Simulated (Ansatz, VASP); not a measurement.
# AlSbTe3 (perovskite type (invented)): VASP beside Ansatz, part 2 of 2

One calculation is typed for both programs; each brings its own data sets. How far apart do they land? The cell is generated by rule, not measured, and may not be a known phase. The cell is taken from a series of runs on this material, whose earlier steps may have relaxed, scaled, displaced or heated it; both programs get it as it stands.

VASP 6.6.1 and Ansatz 0.2.0.

So far: Set-up; Ansatz: relaxation of cell and atoms, PBEsol; VASP: relaxation of cell and atoms, PBEsol.

## Step 3: VASP: relaxation of cell and atoms, PBEsol (continued)

Level of this step: PBEsol; plane waves and PAW (Sb, Al, Te); invented cell (VASP).

Numbers of over 12 decimals in the logs are rounded to 6 here.

From OUTCAR (step 3):

```text
ion  position               nearest neighbor table
   1  0.000  0.000  0.000-   3 3.69   4 3.69   5 3.69   5 3.69   4 3.69   5 3.69   3 3.69   4 3.69
                             3 3.69   4 3.69   5 3.69   3 3.69
   2  0.500  0.500  0.500-   3 2.61   4 2.61   5 2.61   3 2.61   4 2.61   5 2.61
   3  0.500  0.500  0.000-   2 2.61   2 2.61   1 3.69   1 3.69   1 3.69   1 3.69
   4  0.500  0.000  0.500-   2 2.61   2 2.61   1 3.69   1 3.69   1 3.69   1 3.69
   5  0.000  0.500  0.500-   2 2.61   2 2.61   1 3.69   1 3.69   1 3.69   1 3.69

  LATTYP: Found a simple cubic cell.
 ALAT       =     5.2202650000

 Subroutine GETGRP returns: Found 48 space group operations
 (whereof 48 operations were pure point group operations)

The static configuration has the point symmetry O_h .

 Found     35 irreducible k-points:

   k-points           NKPTS =     35   k-points in BZ     NKDIM =     35   number of bands    NBANDS=     19

   dimension x,y,z NGX =    40 NGY =   40 NGZ =   40
   dimension x,y,z NGXF=    80 NGYF=   80 NGZF=   80

   ENCUT  =  500.0 eV  36.75 Ry    6.06 a.u.   9.52  9.52  9.52*2*pi/ulx,y,z

   NELECT =      26.0000    total number of electrons

 k-points in reciprocal lattice and weights: Automatic mesh
   0.00000000  0.00000000  0.00000000       0.002
   0.12500000  0.00000000  0.00000000       0.012
   0.25000000  0.00000000  0.00000000       0.012
   0.37500000  0.00000000  0.00000000       0.012
   0.50000000  0.00000000  0.00000000       0.006
   0.12500000  0.12500000  0.00000000       0.023
   0.25000000  0.12500000  0.00000000       0.047
   0.37500000  0.12500000  0.00000000       0.047
   0.50000000  0.12500000  0.00000000       0.023
[...]
0.50000000  0.50000000  0.37500000       0.012
   0.50000000  0.50000000  0.50000000       0.002

 average (electrostatic) potential at core
       1 -86.7033       2 -74.2539       3 -87.7783       4 -87.7783       5 -87.7783

 E-fermi :   6.3519

 k-point     1 :       0.0000    0.0000    0.0000
  band No.  band energies     occupation
    ...
     10       4.9022      2.00000
     11       5.1897      2.00000
     12       5.5245      2.00000
     13       5.5245      2.00000
     14       5.5245      2.00000
     15       8.5963      0.00000
     16       8.5963      0.00000
     17       8.5963      0.00000
     18       9.9080      0.00000
     19       9.9080      0.00000

 k-point     2 :       0.1250    0.0000    0.0000
  band No.  band energies     occupation
    ...
     10       4.7739      2.00000
     11       5.3814      2.00000
     12       5.4471      2.00000
     13       5.4471      2.00000
     14       6.0285      2.00000
     15       8.2199      0.00000
     16       8.4085      0.00000
     17       8.4085      0.00000
     18       9.9674      0.00000
     19      10.3493      0.00000

 k-point     3 :       0.2500    0.0000    0.0000
  band No.  band energies     occupation
    ...
      9       4.3128      2.00000
     10       4.3128      2.00000
     11       5.0818      2.00000
     12       5.5117      2.00000
     13       5.5117      2.00000
     14       7.0937      0.00000
     15       7.3820      0.00000
     16       7.9645      0.00000
     17       7.9645      0.00000
     18      10.1340      0.00000
    ...

  Total       -0.0172943     -0.0172943     -0.0172943      0.0000000     -0.0000000      0.0000000
  in kB       -0.1944242     -0.1944242     -0.1944242      0.0000000     -0.0000000      0.0000000
  external PRESSURE =      -0.1944242 kB  Pullay stress =       0.0000000 kB

  energy-cutoff  :      500.00
  volume of cell :      142.52
      direct lattice vectors                 reciprocal lattice vectors
     5.223413567 -0.000000000 -0.000000000     0.191445687  0.000000000 -0.000000000
    -0.000000000  5.223413567 -0.000000000     0.000000000  0.191445687 -0.000000000
     0.000000000  0.000000000  5.223413567     0.000000000  0.000000000  0.191445687

 POSITION                                       TOTAL-FORCE (eV/Angst)
 -----------------------------------------------------------------------------------
      0.00000      0.00000      0.00000         0.000000      0.000000      0.000000
      2.61171      2.61171      2.61171         0.000000      0.000000      0.000000
      2.61171      2.61171     -0.00000         0.000000      0.000000      0.000000
      2.61171     -0.00000      2.61171        -0.000000     -0.000000      0.000000
      0.00000      2.61171      2.61171        -0.000000     -0.000000      0.000000
 -----------------------------------------------------------------------------------
    total drift:                               -0.000340     -0.000340     -0.000340

  FREE ENERGIE OF THE ION-ELECTRON SYSTEM (eV)
  ---------------------------------------------------
  free  energy   TOTEN  =       -17.8535940990 eV

  energy  without entropy=      -17.8301393768  energy(sigma->0) =      -17.84186674

 reached required accuracy - stopping structural energy minimisation

 total charge
# of ion       s       p       d       tot
------------------------------------------
    1        1.268   0.909   0.018   2.196
    2        0.409   0.363   0.000   0.772
    3        1.394   1.941   0.038   3.373
    4        1.394   1.941   0.038   3.373
    5        1.394   1.941   0.038   3.373
--------------------------------------------------
tot          5.860   7.094   0.132  13.086

[... 3 further parts left out ...]
```

CONTCAR:

```
AlSbTe3
   1.00000000000000
     5.2234135666834707   -0.0000000000000000   -0.0000000000000000
    -0.0000000000000000    5.2234135666834707   -0.0000000000000000
     0.0000000000000000    0.0000000000000000    5.2234135666834707
  Sb              Al              Te
     1     1     3
Direct
     0.0000000000000000    0.0000000000000000    0.0000000000000000
     0.5000000957999973    0.5000000957999973    0.5000000957999973
     0.5000000957999973    0.5000000957999973    0.0000000000000000
     0.5000000957999973    0.0000000000000000    0.5000000957999973
     0.0000000000000000    0.5000000957999973    0.5000000957999973
```

The run keeps the 48 symmetry operations of its start, so it cannot find a distortion of lower symmetry.

## Step 4: Side by side

Known differences besides the potentials themselves: the data sets hold 66 valence electrons in Ansatz (on its default PAW (the set named soft_2) files) and 26 in VASP; the cutoff is 420 eV in Ansatz and 500 eV in VASP; Ansatz makes its cores anew for this functional, VASP keeps those of its PBE data sets; Ansatz adds a Pulay correction to the stress that steers its cell, VASP none. Total energies have different zeros and are not compared.

The two programs side by side:

| quantity | Ansatz | VASP | difference |
| --- | --- | --- | --- |
| volume (Å³) | 142.26 | 142.52 | -0.18 % |
| edge a after relaxation, in the typed setting (Å) | 5.220 | 5.223 | -0.06 % |

## Step 5: Summary of results

```json
{"difference in volume (relaxation of cell and atoms, PBEsol)": "-0.18 %"}
```

What this shows: The difference in volume is -0.18 % (relaxation of cell and atoms, PBEsol), within the 1.2 % picked in this series as the mark of a large difference, as far as the stopping tolerances let one tell. The data sets hold unlike numbers of valence electrons (66 in Ansatz and 26 in VASP), so part of the differences comes from the potentials. 1 further run of this series is not shown here. Such differences can come from data sets, numerical settings and the points named under the comparisons, not from the functional's error against experiment.

[Lines on the potential files, build, host, timing and source positions are cut from VASP's logs without a mark.]

[Logs are printed without paths, hosts, clocks, repeated set-up lines and the standing remarks that a program may print on its own settings, such as how far it seeks lower states.]

[Hosts, paths, dates, database ids (printed as entryN), source tags and the programs' standing remarks are cut or masked in the printed files.]
